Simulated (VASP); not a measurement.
The input files of a VASP run:

File KPOINTS:
```
Automatic mesh
0
Gamma
7 7 7
0 0 0
```

POSCAR:
```
Cu3Au
1
    3.7680212953    -0.0000000000    -0.0000000000
    0.0000000000     3.7680212953    -0.0000000000
    0.0000000000    -0.0000000000     3.7680212953
Cu Au
3 1
Direct
  0.0000000000   0.5000000000   0.5000000000
  0.5000000000   0.0000000000   0.5000000000
  0.5000000000   0.5000000000   0.0000000000
  0.0000000000   0.0000000000   0.0000000000
```

**INCAR**
```
# general
SYSTEM   =  Cu3Au
PREC     =  Accurate
ENCUT    =  400
LREAL    =  F   # projection in real space or not
LASPH    =  T

# electronic loop
EDIFF    =  1E-6   # SCF stop (eV)
NELM     =  100   # most electronic steps
ALGO     =  Normal   # blocked Davidson
LMAXMIX  =  6   # l cut-off of mixed one-centre charges

# smearing
ISMEAR   =  1   # Methfessel-Paxton
SIGMA    =  0.1   # width (eV)

# functional
GGA      =  PE

# ions
IBRION   =  2   # conjugate gradients
NSW      =  60
ISIF     =  3
EDIFFG   =  -0.02

# output
LWAVE    =  F
LCHARG   =  F
```

POTCAR, in this order: Cu Au (PBE.64 set). Program: vasp_std.

### Question
Translate this PBE calculation to Ansatz.

### Answer
One equivalent input (not run):
Ansatz 0.2 input:
```yaml
crystal:
  lattice:
    - [3.7680213, 0.0000000, 0.0000000]
    - [0.0000000, 3.7680213, 0.0000000]
    - [0.0000000, 0.0000000, 3.7680213]
  atoms:
    - { symbol: Cu, position: [0.0000000, 0.5000000, 0.5000000] }
    - { symbol: Cu, position: [0.5000000, 0.0000000, 0.5000000] }
    - { symbol: Cu, position: [0.5000000, 0.5000000, 0.0000000] }
    - { symbol: Au, position: [0.0000000, 0.0000000, 0.0000000] }
kpoints:
  mp_grid: { grid: [7, 7, 7] }
hamiltonian:
  xc: pbe
  pseudopotentials: { kind: paw }
scf:
  occupations: { method: methfessel_paxton, width: 0.1 }
  max_iter: 100
relax:
  max_steps: 60
  f_tol: 0.02
  cell: {}
output: { forces: true, stress: true, eigenvalues: true }
```
What does not carry over: each code has its own PAW files, so the cut-off isn't converted (ENCUT is set for VASP's; basis.ecutwfc is left out, and Ansatz then takes the one that its files recommend); Ansatz stops its SCF on the density residual and VASP on the energy change (EDIFF).

The compound is Cu3Au in the L1_2 structure. This run relaxes it. Symmetry was kept, so distortions that lower it aren't found. The start is the result of an earlier pass.
